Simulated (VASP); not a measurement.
Calculation: PBE GGA, VASP's PBE PAW potentials (set 64) (plane waves; VASP 6.6.1).

Input for VASP

INCAR:
```
! general
SYSTEM = NaCl
PREC   = Accurate
ENCUT  = 300   ! plane-wave cut-off (eV)
LREAL  = F   ! projection in real space or not
LASPH  = T   ! aspherical one-centre terms

! electronic loop
EDIFF  = 1E-6
NELM   = 100
ALGO   = Normal   ! blocked Davidson

! smearing
ISMEAR = 0   ! Gaussian
SIGMA  = 0.01

! functional
GGA    = PE   ! PBE

! ions
ISIF   = 2

! output
LWAVE  = F
LCHARG = F
```

**POSCAR**
```
NaCl
1
    0.0000000000     2.7881970000     2.7881970000
    2.7881970000     0.0000000000     2.7881970000
    2.7881970000     2.7881970000     0.0000000000
Na Cl
1 1
Direct
  0.0000000000   0.0000000000   0.0000000000
  0.5000000000   0.5000000000   0.5000000000
```

KPOINTS:
```
Regular mesh
0
gamma
 5 5 5
0 0 0
```

POTCAR, in this order: Na_pv Cl (PBE.64 set). Program: vasp_std.

Output of the run:

File OUTCAR:
```
 ion  position               nearest neighbor table
   1  0.000  0.000  0.000-
   2  0.500  0.500  0.500-
  LATTYP: Found a face centered cubic cell.
 ALAT       =     5.5763940000
 Subroutine PRICEL returns:
 Original cell was already a primitive cell.
 Subroutine GETGRP returns: Found 48 space group operations
The static configuration has the point symmetry O_h .
The dynamic configuration has the point symmetry O_h .
 Subroutine INISYM returns: Found 48 space group operations
 Subroutine IBZKPT returns following result:
 Found     10 irreducible k-points:

 Following reciprocal coordinates:
            Coordinates               Weight
  0.000000  0.000000  0.000000      1.000000
  0.200000  0.000000  0.000000      8.000000
  0.400000  0.000000  0.000000      8.000000
  0.200000  0.200000  0.000000      6.000000
  0.400000  0.200000  0.000000     24.000000
 -0.400000  0.200000  0.000000     24.000000
 -0.200000  0.200000  0.000000     12.000000
  0.400000  0.400000  0.000000      6.000000
 -0.400000  0.400000  0.000000     12.000000
 -0.400000  0.400000  0.200000     24.000000
   k-points           NKPTS =     10   k-points in BZ     NKDIM =     10   number of bands    NBANDS=     11
   number of dos      NEDOS =    301   number of ions     NIONS =      2
   total plane-waves  NPLWV =  13824
   dimension x,y,z NGX =    24 NGY =   24 NGZ =   24
   dimension x,y,z NGXF=    48 NGYF=   48 NGZF=   48
   ions per type =               1   1
   PREC   = accura    normal or accurate (medium, high low for compatibility)
   ISTART =      0    job   : 0-new  1-cont  2-samecut
   ICHARG =      2    charge: 1-file 2-atom 10-const
   ISPIN  =      1    spin polarized calculation?
   LNONCOLLINEAR =      F non collinear calculations
   LSORBIT =      F    spin-orbit coupling
   INIWAV =      1    electr: 0-lowe 1-rand  2-diag
   ENCUT  =  300.0 eV  22.05 Ry    4.70 a.u.   5.57  5.57  5.57*2*pi/ulx,y,z
   NELM   =    100;   NELMIN=  2; NELMDL= -5     # of ELM steps
   EDIFF  = 0.1E-05   stopping-criterion for ELM
   LREAL  =      F    real-space projection
   NLSPLINE    = F    spline interpolate recip. space projectors
   LMAXMIX     =    2 max onsite mixed and CHGCAR
   VOSKOWN=      0    Vosko Wilk Nusair interpolation
   EDIFFG = 0.1E-04   stopping-criterion for IOM
   NSW    =      0    number of steps for IOM
   NBLOCK =      1;   KBLOCK =      1    inner block; outer block
   IBRION =     -1    ionic relax: 0-MD 1-quasi-New 2-CG
   NFREE  =      0    steps in history (QN), initial steepest desc. (CG)
   ISIF   =      2    stress and relaxation
   ISYM   =      2    0-nonsym 1-usesym 2-fastsym
   TEIN   =    0.0    initial temperature
   TEBEG  =    0.0;   TEEND  =   0.0 temperature during run
   SMASS  =  -3.00    Nose mass-parameter (am)
   PSTRESS=    0.0 pullay stress
   NELECT =      14.0000    total number of electrons
   EFERMI =   0.00;   METHOD = LEGACY
   ISMEAR =     0;   SIGMA  =   0.01  broadening in eV -4-tet -1-fermi 0-gaus
   IALGO  =     38    algorithm
   LDIAG  =      T    sub-space diagonalisation (order eigenvalues)
   IMIX   =      4    mixing-type and parameters
     AMIX     =   0.40;   BMIX     =  1.00
     AMIX_MAG =   1.60;   BMIX_MAG =  1.00
     AMIN     =   0.10
   GGA     = PE    functional components
   VOSKOWN =     0    Vosko Wilk Nusair interpolation
   LHFCALC =     F    Hartree Fock is set to
   LHFONE  =     F    Hartree Fock one center treatment
   AEXX    =    0.0000 exact exchange contribution
   IVDW    =     0    specifies the selected vdW correction
   LEPSILON=     F    determine dielectric tensor
   LRPA    =     F    only Hartree local field effects (RPA)
  energy-cutoff  :      300.00
...
```

File OSZICAR:
```
       N       E                     dE             d eps       ncg     rms          rms(c)
DAV:   1     0.804865075649E+02    0.80487E+02   -0.55565E+03   223   0.869E+02
DAV:   2    -0.812838231874E+00   -0.81299E+02   -0.77162E+02   251   0.238E+02
DAV:   3    -0.685166613280E+01   -0.60388E+01   -0.60060E+01   262   0.714E+01
DAV:   4    -0.695255648706E+01   -0.10089E+00   -0.10086E+00   247   0.101E+01
DAV:   5    -0.695491831599E+01   -0.23618E-02   -0.23618E-02   294   0.152E+00    0.220E+00
DAV:   6    -0.676951957984E+01    0.18540E+00   -0.37282E-01   253   0.409E+00    0.169E+00
DAV:   7    -0.675780402531E+01    0.11716E-01   -0.89946E-02   253   0.202E+00    0.111E+00
DAV:   8    -0.676308512472E+01   -0.52811E-02   -0.86533E-03   226   0.101E+00    0.229E-01
DAV:   9    -0.676303299665E+01    0.52128E-04   -0.17095E-04   268   0.126E-01    0.117E-01
DAV:  10    -0.676315181210E+01   -0.11882E-03   -0.23798E-04   232   0.151E-01    0.344E-02
DAV:  11    -0.676314766309E+01    0.41490E-05   -0.14119E-05   244   0.428E-02    0.348E-03
DAV:  12    -0.676314844130E+01   -0.77821E-06   -0.72910E-07   247   0.987E-03
   1 F= -.67631484E+01 E0= -.67631484E+01  d E =-.171157E-11
```

### OUTCAR
```
------------------------ aborting loop because EDIFF is reached ----------------------------------------
  FORCE on cell =-STRESS in cart. coord.  units (eV):
  Direction    XX          YY          ZZ          XY          YZ          ZX
  --------------------------------------------------------------------------------------
  Total        0.4056726      0.4056726      0.4056726      0.0000000     -0.0000000      0.0000000
  in kB       14.9929085     14.9929085     14.9929085      0.0000000     -0.0000000      0.0000000
  external PRESSURE =      14.9929085 kB  Pullay stress =       0.0000000 kB
  volume of cell :       43.35
      direct lattice vectors                 reciprocal lattice vectors
     0.000000000  2.788197000  2.788197000    -0.179327357  0.179327357  0.179327357
     2.788197000  0.000000000  2.788197000     0.179327357 -0.179327357  0.179327357
     2.788197000  2.788197000  0.000000000     0.179327357  0.179327357 -0.179327357
  FREE ENERGIE OF THE ION-ELECTRON SYSTEM (eV)
  ---------------------------------------------------
  free  energy   TOTEN  =        -6.7631484413 eV

  energy  without entropy=       -6.7631484413  energy(sigma->0) =       -6.76314844
```
(Selected blocks of OUTCAR.)

**OUTCAR**
```
 val. band max:       -0.5283242070   @ k =   0.0000   0.0000   0.0000

 cond. band min:       4.7070066503   @ k =   0.0000   0.0000   0.0000


 Fermi energy:        -0.4856788534

 k-point     1 :       0.0000    0.0000    0.0000
  band No.  band energies     occupation
      1     -21.2725      2.00000
      2     -21.2725      2.00000
      3     -21.2725      2.00000
      4     -13.2703      2.00000
      5      -0.5283      2.00000
      6      -0.5283      2.00000
      7      -0.5283      2.00000
      8       4.7070      0.00000
      9      10.6296      0.00000
     10      10.6296      0.00000
     11      10.6297      0.00000

 k-point     2 :       0.2000    0.0000    0.0000
  band No.  band energies     occupation
      1     -21.2845      2.00000
      2     -21.2734      2.00000
      3     -21.2733      2.00000
      4     -13.1466      2.00000
      5      -1.3699      2.00000
      6      -0.6301      2.00000
      7      -0.6301      2.00000
      8       5.8124      0.00000
      9       9.6961      0.00000
     10      10.9712      0.00000
     11      10.9712      0.00000

 k-point     3 :       0.4000    0.0000    0.0000
  band No.  band energies     occupation
      1     -21.3038      2.00000
      2     -21.2747      2.00000
      3     -21.2747      2.00000
      4     -12.9348      2.00000
      5      -2.4023      2.00000
      6      -0.7854      2.00000
      7      -0.7854      2.00000
      8       6.7638      0.00000
      9      10.0582      0.00000
     10      10.6238      0.00000
     11      10.6238      0.00000

 k-point     4 :       0.2000    0.2000    0.0000
  band No.  band energies     occupation
      1     -21.2831      2.00000
      2     -21.2758      2.00000
      3     -21.2757      2.00000
      4     -13.1135      2.00000
      5      -1.3771      2.00000
      6      -0.7647      2.00000
      7      -0.7647      2.00000
      8       6.1880      0.00000
      9       9.0386      0.00000
...
```

At this cut-off the stress carries a Pulay error, which pulls relaxed volumes low.

The structure comes from a computed database's NaCl entry; how it stands against other phases isn't given here. The cell was not relaxed at this level.
